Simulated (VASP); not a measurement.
Wanted: the native input for a VASP 6.6.1 run.

- Task: relaxation of cell and atoms
- Functional: PBEsol
- Potentials or basis: VASP PAW PBE potentials, release 64 (Zr_sv, C)
- Cutoff: 520 eV
- k mesh: 16 × 16 × 16
- Occupations: gaussian, width 0.1 eV
- Spin: no spin polarisation
- Further INCAR settings: ALGO = Normal; EDIFF = 1e-07; IBRION = 2; EDIFFG = -0.002; NSW = 80; ISIF = 3

The structure of ZrC lies in POSCAR:

```
ZrC                                     
1.0
   -0.0000000000      2.3355442868      2.3355442868
    2.3355442868      0.0000000000      2.3355442868
    2.3355442868      2.3355442868     -0.0000000000
  Zr              C             
     1     1
Direct
     0.5000000000000000    0.5000000000000000    0.5000000000000000
     1.0000000000000000    1.0000000000000000    0.0000000000000000
```

These files were run (other wordings do the same):

INCAR

```
SYSTEM = ZrC
ALGO = Normal
EDIFF = 1E-7
EDIFFG = -0.002
ENCUT = 520
GGA = PS
IBRION = 2
ISIF = 3
ISMEAR = 0
LASPH = .True.
LCHARG = .False.
LREAL = .False.
LWAVE = .False.
NELM = 80
NSW = 80
PREC = Accurate
SIGMA = 0.1
```

KPOINTS

```
k-points
0
Gamma
  16 16 16
  0 0 0
```

Potentials or basis: VASP PAW PBE potentials, release 64 (Zr_sv, C).

Command:

```console
$ cat potpaw_PBE.64/Zr_sv/POTCAR potpaw_PBE.64/C/POTCAR > POTCAR
$ mpirun -np 1 vasp_std > vasp.out
```

It gave:

```yaml
Relaxed_volume: 12.74 Å³/atom
Relaxed_cell: a = 3.303 Å, b = 3.303 Å, c = 3.303 Å, α = 60.00°, β = 60.00°, γ = 60.00°
Space_group_after_relaxing_to_0.05_Å: Fm-3m (No. 225)
Energy_gained_by_relaxing: 0.0 meV/atom
Ionic_steps: 3
Pressure_after_relaxing: 0.0 GPa
Band_gap_on_the_k_mesh: none (metal or under the smearing width)
```

Caveat: the PAW data sets were made with another functional, which shifts forces and pressure a little.

Wall time 84 s on 1 thread of Intel(R) Xeon(R) Platinum 8259CL CPU @ 2.50GHz (Skylake/Cascade Lake), on a shared host, peak memory 0.19 GiB.
